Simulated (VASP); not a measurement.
Runs of VASP 6.6.1 on Hf2Pd2Se2Br2O3. The typed cell holds 11 atoms: a = 5.761 Å, b = 5.870 Å, c = 6.872 Å, α = 96.27°, β = 102.51°, γ = 95.11°. The cell was built by a generator and needn't be a form met in nature.

```csv
task,level,cell,cutoff (eV),gap on the mesh (eV),pressure (GPa),relaxed volume (Å³/atom),largest force (eV/Å)
relaxation of cell and atoms,r2SCAN,relaxed,600,0.39,0.0,19.78,0.02
relaxation of cell and atoms,revPBE,relaxed,600,0.21,0.0,20.85,0.02
band structure,r2SCAN,"P1, 19.78 Å³/atom",520,0.39,0.0,-,0.02
band structure,revPBE,"P1, 20.85 Å³/atom",520,0.21,-,-,-
band structure,BLYP,"P1, 21.49 Å³/atom",520,(b),-,-,-
band structure,RPBE,"P1, 21.11 Å³/atom",520,(a),-,-,-
relaxation of cell and atoms,SCAN,relaxed,600,0.46,0.0,19.57,0.02
band structure,SCAN,"P1, 19.57 Å³/atom",520,0.46,0.1,-,0.02
```

Alike in all rows: potentials or basis VASP PAW PBE potentials, release 64 (Hf_pv, Pd, Se, Br, O); no spin polarisation; k mesh 5 × 5 × 4; smearing fermi-dirac 0.05 eV.

Question: Fill in the values left out.

Answer: (a) 0.22; (b) 0.16.

Caveats: the PAW data sets were made with another functional, which shifts forces and pressure a little; spin-orbit coupling is left out, which moves the levels of the heavy elements; an odd mesh through Γ misses points on the zone boundary, where band edges often lie (some runs).

A k mesh can miss the band edges, and the runs leave out spin-orbit coupling on Br, Hf, Pd, Se.
